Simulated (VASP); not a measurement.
A convergence study with VASP on BP (zinc blende): one setting is varied, all else stays as given below, so the limit is that of these other settings. Each run relaxes cell and ions; the cell shown is the tightest run's result. The basis is that of the starting cell, so low cut-offs carry a Pulay error.

```yaml
crystal:
  lattice:
    - [0.00000, 2.27335, 2.27335]
    - [2.27335, 0.00000, 2.27335]
    - [2.27335, 2.27335, 0.00000]
  atoms:
    - { symbol: B, position: [0.00000, 0.00000, 0.00000] }
    - { symbol: P, position: [0.25000, 0.25000, 0.25000] }
```

The numbers are results of PBE GGA, VASP's PBE PAW potentials (set 64) (plane waves; VASP 6.6.1), not measurements. The tightest run used: 800 eV cut-off, 8×8×8 Γ-centred mesh, Gaussian smearing of 0.050 eV, potentials B P.

The reference is ENCUT = 800, which took about 40 core-seconds. The timings are rough (shared machines, no repeats); factors under 2 mean little.

Question: Of the settings ENCUT = 250; ENCUT = 300; ENCUT = 350; ENCUT = 400; ENCUT = 450; ENCUT = 500; ENCUT = 550; ENCUT = 600; ENCUT = 650; ENCUT = 700; ENCUT = 750; ENCUT = 800, which is the lowest that keeps the difference from the reference in relaxed volume (Å³/atom) within 0.05 from there on, and what does it cost?

Answer: ENCUT = 350; its cost over the reference is about 1/3.
| setting | difference in relaxed volume (Å³/atom) | cost over the reference |
|---|---|---|
| ENCUT = 250 | 0.237 | about 1/4 |
| ENCUT = 300 | 0.079 | about 1/4 |
| ENCUT = 350 | 0.018 | about 1/3 |
| ENCUT = 400 | 0.001 | about 1/2 |
| ENCUT = 450 | 0.000 | about 1/2 |
| ENCUT = 500 | 0.002 | about 1/3 |
| ENCUT = 550 | 0.003 | within a factor of 2 |
| ENCUT = 600 | 0.002 | within a factor of 2 |
| ENCUT = 650 | 0.001 | within a factor of 2 |
| ENCUT = 700 | 0.001 | within a factor of 2 |
| ENCUT = 750 | 0.000 | within a factor of 2 |
| ENCUT = 800 | 0.000 | reference |

Left out are rungs that failed or repeat a setting and relaxations that didn't move; long series are thinned to 24 rows.

The compound is BP in the zinc blende structure.
